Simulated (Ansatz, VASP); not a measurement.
# Cross-check of CsBeCl3 between VASP and Ansatz, part 2 of 2

Aim: how closely do two programs agree when they are given the same cell, functional and k mesh? The cell is invented: As first built, before any earlier steps moved the atoms (in the runner's words): it takes the RbSrCl3 structure with some of its atoms replaced by other elements, volume scaled by an estimate. It may not be a known or stable phase. The cell is taken from a series of VASP runs on this material, whose earlier steps may have relaxed, scaled or displaced it; both programs get it as it stands.

VASP 6.6.1 and Ansatz 0.2.0.

So far. Step 2 (VASP: band structure, r2SCAN): Within 0.02 Å the cell has space group Cm; at a tight tolerance a small distortion makes it P1.

### Step 4. Comparison

Known differences besides the potentials themselves: VASP keeps PBE cores, Ansatz makes them for the functional; the cutoff is 500 eV in Ansatz and 400 eV in VASP. Total energies have different zeros and are not compared.

Compared:

```tsv
quantity	Ansatz	VASP	difference
pressure (GPa)	0.07	-0.02	+0.09
gap over the path points (eV)	6.056	6.076	-0.020
```

Levels at points of the path, from each program's valence-band top (eV; 4 filled, then empty):

```tsv
k (reciprocal lattice)	Ansatz	VASP
0.000 0.000 -0.500	-0.95 -0.65 -0.57 -0.43 6.84 7.54 8.06	-0.95 -0.64 -0.58 -0.43 6.86 7.55 8.07
0.000 0.000 -0.400	-0.92 -0.62 -0.58 -0.41 6.75 7.37 7.93	-0.92 -0.62 -0.58 -0.41 6.77 7.37 7.94
0.000 0.000 -0.267	-0.79 -0.59 -0.54 -0.36 6.45 6.83 7.52	-0.79 -0.59 -0.54 -0.36 6.47 6.83 7.53
0.000 0.000 -0.133	-0.77 -0.49 -0.46 -0.29 6.16 6.31 7.17	-0.77 -0.49 -0.45 -0.29 6.19 6.31 7.18
0.000 0.000 0.000	-0.83 -0.42 -0.41 -0.27 6.06 6.11 7.04	-0.83 -0.42 -0.41 -0.27 6.08 6.11 7.04
0.000 0.100 0.000	-0.78 -0.47 -0.43 -0.28 6.12 6.23 7.11	-0.78 -0.47 -0.43 -0.28 6.14 6.23 7.12
0.000 0.200 0.000	-0.75 -0.57 -0.49 -0.33 6.29 6.55 7.34	-0.75 -0.57 -0.49 -0.33 6.32 6.55 7.36
0.000 0.333 0.000	-0.86 -0.60 -0.58 -0.40 6.62 7.13 7.77	-0.86 -0.60 -0.58 -0.40 6.65 7.13 7.78
0.000 0.467 0.000	-0.95 -0.64 -0.59 -0.44 6.85 7.54 8.09	-0.94 -0.64 -0.59 -0.44 6.87 7.54 8.09
0.000 0.433 -0.433	-0.78 -0.66 -0.47 -0.20 7.27 8.16 8.50	-0.78 -0.66 -0.47 -0.20 7.30 8.17 8.51
```

At this near-relaxed geometry the largest component of a force difference is 17 meV/Å. Among the levels compared at these points, filled levels agree within 2 meV and empty ones within 31 meV.

### Step 5. VASP: single point, r2SCAN

With cell and atoms fixed, the geometry can't cause a difference; cores, projectors, grids and the points listed under the comparison can.

Contents of INCAR:

```
SYSTEM = CsBeCl3
PREC = Accurate
ENCUT = 400
EDIFF = 1E-06
NELM = 100
ISMEAR = -5
SIGMA = 0.05
LREAL = .FALSE.
ALGO = Normal
METAGGA = R2SCAN
LASPH = .TRUE.
NBANDS = 31
LORBIT = 11
LWAVE = .FALSE.
LCHARG = .FALSE.
KPAR = 2
NEDOS = 2001
```

Contents of POSCAR:

```
CsBeCl3
1.0
    5.3360101313      0.2757946961     -0.2644201846
    0.2549770736      5.3272805574     -0.2478544734
   -0.2743385505     -0.2809754694      5.3509273583
Cs Cl Be
1 3 1
Direct
    0.5075099571      0.5082876130      0.4902755344
    0.4341686504      0.9718099076      0.0275634845
    0.9695131900      0.4341354151      0.0281716886
    0.9718849815      0.9718791532      0.5655207380
    0.1121792209      0.1129429110      0.8868415544
```

Contents of KPOINTS:

```
Automatic mesh
0
Gamma
6 6 6
0 0 0
```

PAW data sets: Cs_sv, Cl and Be (PBE family, release 64).

Run with:

```bash
$ mpirun -np 2 vasp_std
```

Numbers of over 12 decimals in the logs are rounded to 6 here.

The program printed:

```text
[banner, memory and clock lines left out]
running    2 mpi-ranks, on    1 nodes
[...]
[... a notice as in an earlier step ...]

 LDA part: xc-table for (None), standard interpolation
 POSCAR, INCAR and KPOINTS ok, starting setup
[...]
entering main loop
       N       E                     dE             d eps       ncg     rms          rms(c)
DAV:   1     0.131895365503E+03    0.13190E+03   -0.11248E+04  6944   0.717E+02
DAV:   2    -0.501326728911E+02   -0.18203E+03   -0.17257E+03  9512   0.165E+02
DAV:   3    -0.647338154159E+02   -0.14601E+02   -0.14536E+02  9080   0.509E+01
DAV:   4    -0.648983587469E+02   -0.16454E+00   -0.16447E+00  8752   0.663E+00
[...]
DAV:  11    -0.571619298035E+02   -0.41678E-03   -0.43678E-04  7791   0.116E-01    0.204E-02
DAV:  12    -0.571619276568E+02    0.21467E-05   -0.94969E-06  9203   0.161E-02    0.210E-02
DAV:  13    -0.571619275442E+02    0.11259E-06   -0.18375E-06  8159   0.676E-03
   1 F= -.57161928E+02 E0= -.57161928E+02  d E =0.000000E+00
```

From OUTCAR (step 5):

```text
  Total       -0.0164048     -0.0271804     -0.0250871      0.0033657     -0.0047555      0.0089364
  in kB       -0.1740493     -0.2883753     -0.2661663      0.0357087     -0.0504546      0.0948124
  external PRESSURE =      -0.2428636 kB  Pullay stress =       0.0000000 kB

 POSITION                                       TOTAL-FORCE (eV/Angst)
 -----------------------------------------------------------------------------------
      2.70318      2.71000      2.36325         0.000054      0.000040      0.003141
      2.55696      5.28910     -0.20818        -0.002054     -0.000548      0.002235
      5.27630      2.57223     -0.21322         0.007077     -0.003361     -0.001357
      5.27865      5.28662      2.52819        -0.005908     -0.000373     -0.007082
      0.38409      0.38344      4.68777         0.000832      0.004243      0.003063
 -----------------------------------------------------------------------------------
    total drift:                               -0.002028     -0.003446      0.004780

  FREE ENERGIE OF THE ION-ELECTRON SYSTEM (eV)
  ---------------------------------------------------
  free  energy   TOTEN  =       -57.1619275442 eV

  energy  without entropy=      -57.1619275442  energy(sigma->0) =      -57.16192754

[... 1 part as in an earlier step ...]

[... 2 further parts left out ...]
[key lines of the parts left out:]
E-fermi :  -1.4400
```

The run ends at a pressure of -0.02 GPa, with forces up to 0.0092 eV/Å.

### Step 6. Ansatz: single point, r2SCAN

The same cell, functional, mesh and smearing now go to Ansatz, which takes its cutoff from its data sets.

The cell is taken from a series of VASP runs on this material, whose earlier steps may have relaxed, scaled or displaced it; both programs get it as it stands.

Contents of input.yaml:

```yaml
crystal:
  lattice:
    - [5.3360101313, 0.2757946961, -0.2644201846]
    - [0.2549770736, 5.3272805574, -0.2478544734]
    - [-0.2743385505, -0.2809754694, 5.3509273583]
  atoms:
    - { symbol: Cs, position: [0.5075099571, 0.508287613, 0.4902755344] }
    - { symbol: Cl, position: [0.4341686504, 0.9718099076, 0.0275634845] }
    - { symbol: Cl, position: [0.96951319, 0.4341354151, 0.0281716886] }
    - { symbol: Cl, position: [0.9718849815, 0.9718791532, 0.565520738] }
    - { symbol: Be, position: [0.1121792209, 0.112942911, 0.8868415544] }
hamiltonian:
  xc: r2scan
  pseudopotentials: { kind: paw }
kpoints:
  mp_grid: { grid: [6, 6, 6] }
scf:
  occupations: { method: tetrahedron }
output:
  forces: true
  stress: true
```

Run with:

```bash
$ ansatz run input.yaml --threads 2 --pin off --max-ram 4608MiB --backend cpu --events-out ev --progress --plain --runs-dir out
```

The program printed:

```text
Warning: output.forces, output.stress, relax.cell or npt_langevin: where a Kohn–Sham band that disperses or a degenerate level is filled in part under the method tetrahedron, the forces or the stress that this run publishes need not agree with its energy (scf.occupations.method in the input reference, under Limitations); prefer a smearing scheme for the forces or the stress
[...]
k-point 0: bands = [... 12 lower, -0.2754, 0.1385, 0.1448, 0.2917, 6.6152, 6.6645, 7.5938, 7.6118, ... 1 higher]
  k-point 1: bands = [... 12 lower, -0.1951, 0.0316, 0.0851, 0.2509, 6.7808, 6.9782, 7.7978, 7.8237, ... 1 higher]
  k-point 2: bands = [... 12 lower, -0.3010, -0.0297, -0.0270, 0.1713, 7.1682, 7.6766, 8.2960, 8.4315, ... 1 higher]
  k-point 111: bands = [... 12 lower, -0.1379, 0.2657, 0.2761, 0.5592, 7.3933, 8.5565, 8.5625, 9.1221, ... 1 higher]
[key lines of the parts left out:]
SCF converged after 6 iterations
Free energy (F): -9039.553817 eV
Fermi energy:    0.559171 eV
P = ⅓ Tr σ = 0.0703 GPa (0.703 kbar)
```

Elapsed: 72 s, on 2 threads of Arm Neoverse N1, shared host; peak memory 0.8 GiB.

The run ends at a pressure of 0.07 GPa, with forces up to 0.026 eV/Å.

### Step 7. Differences

Compared:

```tsv
quantity	Ansatz	VASP	difference
pressure (GPa)	0.07	-0.02	+0.09
gap on the k mesh (eV)	6.056	6.076	-0.020
```

At this near-relaxed geometry the largest component of a force difference is 17 meV/Å. A gap on the mesh is an upper bound, since the band edges may lie between its points.

### Step 8. Outcome

- difference in gap over the path points (band structure, r2SCAN): -0.020 eV
- r.m.s. force difference (band structure, r2SCAN): 8.7 meV/Å
- difference in gap on the k mesh (single point, r2SCAN): -0.020 eV
- r.m.s. force difference (single point, r2SCAN): 8.7 meV/Å

The r.m.s. force difference is 8.7 meV/Å (single point, r2SCAN), within the 12 meV/Å picked in this series as the mark of a large difference. How closely two codes agree says nothing of how well the functional describes the real material.

[Lines on the potential files, build, host, timing and source positions are cut from VASP's logs without a mark.]

[Logs are printed without paths, hosts, clocks, repeated set-up lines and the standing remarks that a program may print on its own settings, such as how far it seeks lower states.]

[Hosts, paths, dates, database ids (printed as entryN), source tags and the programs' standing remarks are cut or masked in the printed files.]
